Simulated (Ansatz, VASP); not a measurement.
# Cross-check of TaTeSe (2H-TaSeTe monolayer) between VASP and Ansatz

Wanted: the spread between two codes on one cell, functional and k mesh. Of the first pair: The structure shown is the start of the Ansatz relaxation below; VASP solves that cell, so the two are compared at the walk's first step.

Main program and level: Ansatz 0.2.0; plane waves, with VASP 6.6.1 beside it; single point at PBE with D3(BJ).

## 1. Starting point

The cell holds 3 atoms: 1 Te, 1 Ta and 1 Se. Cell: a = 3.722 Å, b = 3.722 Å, c = 38.407 Å, α = 90.0°, β = 90.0°, γ = 120.0°. Vacuum lies along c.

## 2. Ansatz: relaxation, PBE with D3(BJ)

Ansatz runs on its PAW soft_1 files.

The two programs are compared at the cell with which this relaxation starts, whose forces are those of its first step.

File input.yaml:

```yaml
crystal:
  lattice:
    - [3.72226, 0.0, 0.0]
    - [-1.86113, 3.2235717195, 0.0]
    - [0.0, 0.0, 38.4074418531]
  atoms:
    - { symbol: Te, position: [0.3333333333, 0.6666666667, 0.4517353711] }
    - { symbol: Ta, position: [0.0, 0.0, 0.5035900551] }
    - { symbol: Se, position: [0.3333333333, 0.6666666667, 0.5482646289] }
  periodic: [true, true, false]
kpoints:
  mp_grid: { grid: [12, 12, 1] }
hamiltonian:
  xc: pbe
  dispersion: d3bj
  pseudopotentials: { kind: paw, azcp: { folder: soft_1 } }
scf:
  occupations: { method: fermi_dirac, width: 0.05 }
  convergence: { dr2_threshold: 1.0e-09 }
relax:
  f_tol: 0.004
  max_steps: 90
  cell: {}
output:
  write_potential: true
  write_density: true
  volumetric_format: npy
```

The run is started by

```sh
ansatz run input.yaml --threads 4 --pin off --max-ram 6144MiB --backend cpu --events-out ev --progress --plain --runs-dir out
```

Numbers of over 12 decimals in the logs are rounded to 6 here.

Output:

```text
Warning: relax.cell: scf.convergence.dr2_threshold = 1e-9 eV is looser than the 1.5966452377e-10 eV advised for a relaxation that steers and ends on the stress (1e-10 eV for each atom of the cell: 3, times the square of relax.cell.stress_2d_tol = 0.05 N/m over 13.7 Å (the atoms' height at the walk's start and 5 Å past either face), 3.648e-2 GPa, over a crystal's default 0.05). What an SCF threshold leaves in a stress goes as its square root, and in the free energy as the threshold itself, and one threshold admits the most on a small cell: [figures from the program's tests cut] Set scf.convergence.dr2_threshold to 1.5966452377e-10 eV or tighter. [rest of the remark cut]
Engine: ansatz 0.2.0, aarch64-unknown-linux-gnu
Pseudopotentials: kind: paw
Pseudopotential: Te, paw, valence charge 16, recommended cutoff 420 eV (normal), soft_1/Te.paw.azcp
Pseudopotential: Ta, paw, valence charge 13, recommended cutoff 420 eV (normal), soft_1/Ta.paw.azcp
Pseudopotential: Se, paw, valence charge 16, recommended cutoff 420 eV (normal), soft_1/Se.paw.azcp
Functional definition: PBE
  parameter kappa = 0.804
  parameter beta = 0.066725
  exchange = pbe_x(kappa = kappa, mu = beta*pi^2/3)
  correlation = pbe_c(beta = beta)
Crystal: 3 atoms, lattice volume = 460.850 Å³
Basis set: ecut = 420 eV, 9033 PW (Γ), exchange–correlation on 50×50×540 points (8 copies of the dense FFT grid, shifted against one another)
Bands: 27, of which v1, the nominal top of the filled ones, is band 23 counted from 1 (22 counted from 0)
Symmetry: 6 space group operations
Space group: P3m1 (ITA 156), of the structure as read, at distance tolerance 7.7e-5 Å
k-points: 19 of 144 (time reversal used)
Non-local potential: Te, projectors of the file, l = 0: 2, l = 1: 2, l = 2: 2, l = 3: 1
Non-local potential: Ta, projectors of the file, l = 0: 3, l = 1: 2, l = 2: 2, l = 3: 1
Non-local potential: Se, projectors of the file, l = 0: 2, l = 1: 2, l = 2: 3, l = 3: 1
PAW form: soft (Blöchl's): semilocal exchange-correlation on the pseudo side does not see the compensation charge
PAW one-centre angular grid: Te, 590 points (default); XC on 64 Gauss nodes
PAW one-centre angular grid: Ta, 590 points (default); XC on 64 Gauss nodes
PAW one-centre angular grid: Se, 590 points (default); XC on 64 Gauss nodes
Initial density: superposition of atomic densities (neutral atoms: chi_scale 0, normalization atom)
Initial wavefunctions: pseudopotential atomic-orbital guess
Functional: x = pbe(κ = 0.804, μ = 0.219515), c = pbe(β = 0.066725)
SCF iter   1: F=—  HF=-22384.971331 eV  |F-HF|=—  |Δ(HF+E_count)|=         —  Δρ=1.42e-2  dr2=1.60e0  ethr=3.10e-3  ⟨swp⟩=15.5  Hψ=3512  notcnv=0
preconditioner: auto → LDOS  [metal: Δε(μ)=0.079 eV  Ē_g=7.335 eV  σ=0.050 eV  W_gap=0.36  n_scr=22 (ndim 8)  ℏωp=7.1 eV  f_vac=0.793  D(μ)=3.02/eV (n_scr^D=12)  β→1.0]
SCF iter   2: F=—  HF=-22384.646804 eV  |F-HF|=—  |Δ(HF+E_count)|=   3.25e-1  Δρ=6.73e-3  dr2=4.81e-1  ethr=3.10e-3  ⟨swp⟩=4.3  Hψ=1293  notcnv=0
SCF iter   3: F=—  HF=-22384.617599 eV  |F-HF|=—  |Δ(HF+E_count)|=   2.92e-2  Δρ=3.30e-3  dr2=1.14e-1  ethr=1.07e-3  ⟨swp⟩=3.6  Hψ=1080  notcnv=0
SCF iter   4: F=—  HF=-22384.604261 eV  |F-HF|=—  |Δ(HF+E_count)|=   1.33e-2  Δρ=1.50e-3  dr2=1.88e-2  ethr=2.52e-4  ⟨swp⟩=3.1  Hψ=903  notcnv=0
SCF iter   5: F=—  HF=-22384.599740 eV  |F-HF|=—  |Δ(HF+E_count)|=   4.52e-3  Δρ=3.14e-4  dr2=1.24e-3  ethr=4.17e-5  ⟨swp⟩=3.4  Hψ=1013  notcnv=0
SCF iter   6: F=—  HF=-22384.599654 eV  |F-HF|=—  |Δ(HF+E_count)|=   8.66e-5  Δρ=7.98e-5  dr2=3.46e-5  ethr=2.75e-6  ⟨swp⟩=3.4  Hψ=989  notcnv=0
SCF iter   7: F=—  HF=-22384.599673 eV  |F-HF|=—  |Δ(HF+E_count)|=   1.97e-5  Δρ=2.78e-5  dr2=6.14e-6  ethr=7.70e-8  ⟨swp⟩=3.5  Hψ=1070  notcnv=0
SCF iter   8: F=—  HF=-22384.599679 eV  |F-HF|=—  |Δ(HF+E_count)|=   5.57e-6  Δρ=8.50e-6  dr2=3.71e-7  ethr=1.36e-8  ⟨swp⟩=3.2  Hψ=918  notcnv=0
SCF iter   9: F=—  HF=-22384.599693 eV  |F-HF|=—  |Δ(HF+E_count)|=   1.40e-5  Δρ=2.07e-6  dr2=2.94e-8  ethr=8.25e-10  ⟨swp⟩=3.6  Hψ=1057  notcnv=0
SCF iter  10: F=—  HF=-22384.599693 eV  |F-HF|=—  |Δ(HF+E_count)|=   5.91e-8  Δρ=6.58e-7  dr2=2.11e-9  ethr=6.53e-11  ⟨swp⟩=2.9  Hψ=1029  notcnv=0
SCF iter  11: F=-22384.599693 eV  HF=-22384.599693 eV  |F-HF|=1.70e-9  |Δ(HF+E_count)|=   1.05e-8  Δρ=1.63e-7  dr2=1.60e-10  ethr=2.22e-12  ⟨swp⟩=12.6  Hψ=3861  notcnv=0
SCF 1 converged in 11 iterations: F = -22384.599693 eV  dr2 = 1.60e-10
[...]
SCF 4 converged in 8 iterations: F = -22385.070055 eV  dr2 = 9.81e-10
relax step   4: F+E_penalty+E_count = -22385.07005520 eV  Δ(F+E_penalty+E_count) = -4.250e-3 eV  max|allowed force component| = 2.335e-2 eV/Å  Δτ_max = 0.0115 Å  P = +0.137 N/m  Ω = 417.820 Å³  energy of the carried Pulay correction = +1.017e-3 eV  fix = [c, alpha, beta]  reactions: c +0.000 N/m  (8 SCF iters, accepted)
[...]
relax step   5: F+E_penalty+E_count = -22385.07012979 eV  Δ(F+E_penalty+E_count) = -7.459e-5 eV  max|allowed force component| = 4.535e-3 eV/Å  Δτ_max = 0.0007 Å  P = -0.010 N/m  Ω = 418.632 Å³  energy of the carried Pulay correction = +9.971e-4 eV  fix = [c, alpha, beta]  reactions: c -0.000 N/m  (7 SCF iters, accepted)
[...]
relax step   6: F+E_penalty+E_count = -22385.07013138 eV  Δ(F+E_penalty+E_count) = -1.584e-6 eV  max|allowed force component| = 1.623e-3 eV/Å  Δτ_max = 0.0004 Å  P = +0.002 N/m  Ω = 418.621 Å³  energy of the carried Pulay correction = +9.974e-4 eV  fix = [c, alpha, beta]  reactions: c +0.000 N/m  (5 SCF iters, accepted)
[...]
relax step   7: F+E_penalty+E_count = -22385.06910233 eV  Δ(F+E_penalty+E_count) = +1.029e-3 eV  max|allowed force component| = 1.986e-3 eV/Å  Δτ_max = 0.0000 Å  P = -0.000 N/m  Ω = 418.621 Å³  fix = [c, alpha, beta]  reactions: c -0.000 N/m  stress off target by 4.00e-4 N/m on what of the cell is left free  SCF on the basis re-selected at this cell (its energy is not comparable with the rows above)  (5 SCF iters)
basis re-selected at this cell: Δ(F+E_penalty+E_count) = +1.029e-3 eV, ΔP = -0.002 N/m vs the last step (what re-selecting the basis moved, of the pressure what is left beyond the Pulay correction that the steps carried, after the strain that the cell walked since its last selection, with what the two solves' SCF thresholds leave and, on support functions, any second-order correction that the steps lacked; it is no measure of the basis error at this ecutwfc). The dense FFT grid was sized anew with the basis: this SCF ran on 24×24×270 points, the steps before it on 25×25×270, so part of this shift can come from that change (see relax.cell in the input reference). [rest of the remark cut]
SCF converged after 5 iterations
Free energy (F): -22385.069102 eV
Harris-Foulkes:  -22385.069102 eV  (|F-HF|=2.20e-9)
Internal energy: -22385.043813 eV  (E = F + TS)
E sigma→0 (E₀):  -22385.056457 eV
Entropy (-TS):   -0.025290 eV (-8.430 meV/atom)
Fermi energy:    -4.981698 eV
--- Per-component energies (eV) ---
  E_band       = -1487.170399
  E_kinetic    = 676.393527
  E_local      = -135973.045528  (includes V_loc(G=0)·N_el)
  E_nonlocal   = -298.801678
  E_hartree    = 67611.612481
  E_xc         = -528.636893
  E_vxc        = -425.766163  (∫ρ·V_xc dr)
  E_paw        = -15107.092843  (= ΣΔE_a)
  E_vpaw       = -689.176491  (= ΣTr[D̂ρ^β])
  E_aug_tail   = -0.000192  (compensation charges beyond the density's cutoff)
  E_ewald      = 61235.546376
  E_disp       = -1.019062  (pairwise vdW)
  E_smearing   = -0.025290  (= −TS)
  E_closure    = -0.000000  (closes the sum)
  Σ components = -22385.069102   (vs F -22385.069102, Δ=0.00e0)
--- Forces (eV/Å), atoms counted from 1 ---
  atom   1  Te    -0.00000000     0.00000000    -0.00198733
  atom   2  Ta    -0.00000000     0.00000000     0.00097523
  atom   3  Se    -0.00000000    -0.00000000     0.00100717
  max |Σ_I F_I| component: 4.94e-6 eV/Å
--- 2D stress c σ (N/m, compression-positive) ---
       -0.000400      -0.000000      -0.000000
       -0.000000      -0.000400       0.000000
       -0.000000       0.000000      -0.000000
  P = ½ c Tr σ = -0.0004 N/m
--- Band table (eV; the first three rows and the last of 19) ---
  k-point 0: bands = [... 19 lower, -6.8678, -5.3917, -5.3917, -4.4341, -1.9214, -1.9214, -1.4908, -1.4908]
  k-point 1: bands = [... 19 lower, -6.8105, -5.5930, -5.5064, -4.4836, -2.1183, -1.9249, -1.8531, -1.5234]
  k-point 2: bands = [... 19 lower, -6.9860, -6.0364, -5.7086, -4.7200, -2.5665, -2.1086, -2.0331, -1.2505]
  k-point 18: bands = [... 19 lower, -8.2208, -7.9004, -6.6354, -4.4842, -3.1089, -1.8892, -1.2328, -0.0034]
  the weakly bound empty levels are not read free of the cell's end (no_gap_told)
--- Relaxed structure (6 steps of the walk, 6 accepted, 1 SCFs on fresh bases) ---
  F+E_penalty+E_count = -22385.06910233 eV   max|allowed force component| = 1.986e-3 eV/Å   (the final SCF, on the basis selected at the relaxed cell)
  cell:  # Å, volume = 418.6212 Å³
    - [3.547624, -1.2925641316244105e-17, 0]
    - [-1.773812, 3.072333, 0]
    - [0, 0, 38.4074418531]
  atoms:
    - { symbol: Te, position: [0.333333, 0.666667, 0.454157] }
    - { symbol: Ta, position: [0, -3.700743415524895e-17, 0.503952] }
    - { symbol: Se, position: [0.333333, 0.666667, 0.545482] }
```

The column dr2 measures how far the density is from self-consistency, as an energy; F and HF (Harris–Foulkes) agree once it is small.

## 3. VASP: single point, PBE with D3(BJ), start cell, pair 1

The same cell, functional, mesh and smearing now go to VASP, with its own data sets.

Lines of VASP's logs that name or quote its potential files are left out, and so is its time.

File INCAR:

```
SYSTEM = TaTeSe
PREC = Accurate
ENCUT = 400
EDIFF = 1E-06
NELM = 120
ISMEAR = -1
SIGMA = 0.05
LREAL = .FALSE.
ALGO = Normal
GGA = PE
IVDW = 12
NBANDS = 17
LASPH = .TRUE.
LORBIT = 11
LWAVE = .FALSE.
LCHARG = .FALSE.
ISIF = 2
LDIPOL = .TRUE.
IDIPOL = 3
DIPOL = 0.5 0.5 0.501
LVHAR = .TRUE.
GGA_COMPAT = .FALSE.
NELMDL = -8
```

File POSCAR:

```
TaTeSe
1.0
    3.7222600000      0.0000000000      0.0000000000
   -1.8611300000      3.2235720000      0.0000000000
    0.0000000000      0.0000000000     38.4074420000
Te Ta Se
1 1 1
Direct
    0.3333333333      0.6666666667      0.4517353694
    0.0000000000      0.0000000000      0.5035900594
    0.3333333333      0.6666666667      0.5482646306
```

File KPOINTS:

```
Automatic mesh
0
Gamma
12 12 1
0 0 0
```

The projector-augmented-wave data sets are Te, Ta_pv and Se (PBE family, release 64).

The run is started by

```sh
mpirun -np 1 vasp_std
```

Output:

```text
[banner, memory and clock lines left out]
running    1 mpi-ranks, on    1 nodes
 distrk:  each k-point on    1 cores,    1 groups
 distr:  one band on    1 cores,    1 groups

 POSCAR found type information on POSCAR TeTaSe
 POSCAR found :  3 types and       3 ions
 LDA part: xc-table for (Slater+PW92), standard interpolation
 POSCAR, INCAR and KPOINTS ok, starting setup
 FFT: planning ... GRIDC
 FFT: planning ... GRID_SOFT
 FFT: planning ... GRID
 WAVECAR not read
 entering main loop
       N       E                     dE             d eps       ncg     rms          rms(c)
DAV:   1     0.106779976968E+03    0.10678E+03   -0.81909E+03   870   0.734E+02
DAV:   2    -0.818663584560E+01   -0.11497E+03   -0.11067E+03   907   0.151E+02
DAV:   3    -0.209294018306E+02   -0.12743E+02   -0.12619E+02   973   0.496E+01
DAV:   4    -0.211844211348E+02   -0.25502E+00   -0.25053E+00  1026   0.826E+00
DAV:   5    -0.211881808166E+02   -0.37597E-02   -0.37557E-02   954   0.880E-01
DAV:   6    -0.211882382141E+02   -0.57398E-04   -0.57385E-04   962   0.966E-02
DAV:   7    -0.211882391879E+02   -0.97379E-06   -0.97371E-06   955   0.115E-02
DAV:   8    -0.211882392003E+02   -0.12395E-07   -0.12229E-07   722   0.138E-03    0.113E+01
DAV:   9    -0.200226883143E+02    0.11656E+01   -0.87796E+00   721   0.146E+01    0.592E+00
DAV:  10    -0.198774622942E+02    0.14523E+00   -0.30076E+00   733   0.709E+00    0.269E+00
DAV:  11    -0.197762454741E+02    0.10122E+00   -0.52074E-01   745   0.361E+00    0.749E-01
DAV:  12    -0.197747788684E+02    0.14666E-02   -0.32522E-02   773   0.103E+00    0.281E-01
DAV:  13    -0.197735047924E+02    0.12741E-02   -0.39208E-03   861   0.397E-01    0.178E-01
DAV:  14    -0.197729972362E+02    0.50756E-03   -0.96013E-04   866   0.177E-01    0.483E-02
[...]
DAV:  20    -0.197731773536E+02   -0.42726E-04   -0.27147E-06   737   0.623E-03    0.221E-03
DAV:  21    -0.197732104654E+02   -0.33112E-04   -0.16914E-06   695   0.508E-03    0.230E-03
DAV:  22    -0.197732350547E+02   -0.24589E-04   -0.44825E-07   655   0.266E-03    0.770E-04
DAV:  23    -0.197732433437E+02   -0.82890E-05   -0.35385E-07   679   0.156E-03    0.458E-04
DAV:  24    -0.197732516455E+02   -0.83018E-05   -0.19125E-07   575   0.114E-03    0.197E-04
DAV:  25    -0.197732542074E+02   -0.25619E-05   -0.49206E-08   500   0.618E-04    0.121E-04
DAV:  26    -0.197732556602E+02   -0.14528E-05   -0.22161E-08   441   0.402E-04    0.780E-05
DAV:  27    -0.197732564610E+02   -0.80080E-06   -0.13018E-08   444   0.297E-04
   1 F= -.20675485E+02 E0= -.20661703E+02  d E =-.275627E-01
```

OUTCAR, selected parts (step 3):

```text
ion  position               nearest neighbor table
   1  0.333  0.667  0.452-   2 2.93   2 2.93   2 2.93
   2  0.000  0.000  0.504-   3 2.75   3 2.75   3 2.75   1 2.93   1 2.93   1 2.93
   3  0.333  0.667  0.548-   2 2.75   2 2.75   2 2.75

  LATTYP: Found a hexagonal cell.
 ALAT       =     3.7222600000
 C/A-ratio  =    10.3183125306

 Subroutine GETGRP returns: Found  6 space group operations
 (whereof  6 operations were pure point group operations)

The static configuration has the point symmetry C_3v.

 Found     19 irreducible k-points:

   k-points           NKPTS =     19   k-points in BZ     NKDIM =     19   number of bands    NBANDS=     17

   dimension x,y,z NGX =    24 NGY =   24 NGZ =  252
   dimension x,y,z NGXF=    48 NGYF=   48 NGZF=  504

   ENCUT  =  400.0 eV  29.40 Ry    5.42 a.u.   6.07  6.07 62.63*2*pi/ulx,y,z

   NELECT =      23.0000    total number of electrons

 k-points in reciprocal lattice and weights: Automatic mesh
   0.00000000  0.00000000  0.00000000       0.007
   0.08333333  0.00000000  0.00000000       0.042
   0.16666667  0.00000000  0.00000000       0.042
   0.25000000  0.00000000  0.00000000       0.042
   0.33333333 -0.00000000  0.00000000       0.042
   0.41666667  0.00000000  0.00000000       0.042
   0.50000000  0.00000000  0.00000000       0.021
   0.08333333  0.08333333  0.00000000       0.042
   0.16666667  0.08333333  0.00000000       0.083
[...]
0.33333333  0.25000000  0.00000000       0.083
   0.33333333  0.33333333  0.00000000       0.014

 dipolmoment           0.000000      0.000000      0.027948 electrons x Angstroem

 average (electrostatic) potential at core
       1 -97.3684       2 -47.0503       3 -61.4092

 E-fermi :  -3.3795

 k-point     1 :       0.0000    0.0000    0.0000
  band No.  band energies     occupation
    ...
      7      -5.1024      2.00000
      8      -5.1024      2.00000
      9      -5.0676      2.00000
     10      -3.8467      1.99982
     11      -3.8467      1.99982
     12      -2.9333      0.00027
     13      -0.9092      0.00000
     14      -0.9092      0.00000
     15      -0.5684      0.00000
     16      -0.5684      0.00000
    ...

 k-point     2 :       0.0833    0.0000    0.0000
  band No.  band energies     occupation
    ...
      7      -5.4315      2.00000
      8      -5.0811      2.00000
      9      -5.0217      2.00000
     10      -4.0325      2.00000
     11      -3.9431      1.99997
     12      -2.9841      0.00073
     13      -1.0665      0.00000
     14      -0.8927      0.00000
     15      -0.8785      0.00000
     16      -0.5492      0.00000
    ...

 k-point     3 :       0.1667    0.0000    0.0000
  band No.  band energies     occupation
    ...
      7      -6.0217      2.00000
      8      -5.2549      2.00000
      9      -5.0653      2.00000
     10      -4.4469      2.00000
     11      -4.1196      2.00000
     12      -3.1829      0.03845
     13      -1.3564      0.00000
     14      -1.0257      0.00000
     15      -1.0241      0.00000
     16      -0.3304      0.00000
    ...

 Edisp (eV)   -0.90223

  Total      -5.40684    -5.40684    -6.40590    -0.00000     0.00000    -0.00000
  in kB     -18.79726   -18.79727   -22.27056    -0.00000     0.00000    -0.00000
  external pressure =      -19.96 kB  Pullay stress =        0.00 kB

  energy-cutoff  :      400.00
  volume of cell :      460.85
      direct lattice vectors                 reciprocal lattice vectors
     3.722260000  0.000000000  0.000000000     0.268653990  0.155107440  0.000000000
    -1.861130000  3.223572000  0.000000000     0.000000000  0.310214880  0.000000000
     0.000000000  0.000000000 38.407442000     0.000000000  0.000000000  0.026036621

 POSITION                                       TOTAL-FORCE (eV/Angst)
 -----------------------------------------------------------------------------------
     -0.00000      2.14905     17.35000         0.000000      0.000000      1.588390
      0.00000      0.00000     19.34161        -0.000000     -0.000000      0.288340
     -0.00000      2.14905     21.05744         0.000000     -0.000000     -1.876730
 -----------------------------------------------------------------------------------
    total drift:                                0.000000      0.000001      0.000682

  FREE ENERGIE OF THE ION-ELECTRON SYSTEM (eV)
  ---------------------------------------------------
  free  energy   TOTEN  =       -20.6754845469 eV

  energy  without entropy=      -20.6479218493  energy(sigma->0) =      -20.66170320

 vacuum level on the upper side and lower side of the slab         1.875         1.453

 total charge
# of ion       s       p       d       tot
------------------------------------------
    1        1.382   1.954   0.039   3.375
    2        0.264   6.108   2.151   8.522
    3        1.469   2.287   0.033   3.789
--------------------------------------------------
tot          3.114  10.349   2.223  15.686

[... 3 further parts left out ...]
```

This run has no spin polarisation. Its electron count is odd, so without a moment it is a metal by construction.

(Part 1 of 2 ends here.)

[Lines on the potential files, build, host, timing and source positions are cut from VASP's logs without a mark.]

[Logs are printed without paths, hosts, clocks, repeated set-up lines and the standing remarks that a program may print on its own settings, such as how far it seeks lower states.]

[Hosts, paths, dates, database ids (printed as entryN), source tags and the programs' standing remarks are cut or masked in the printed files.]
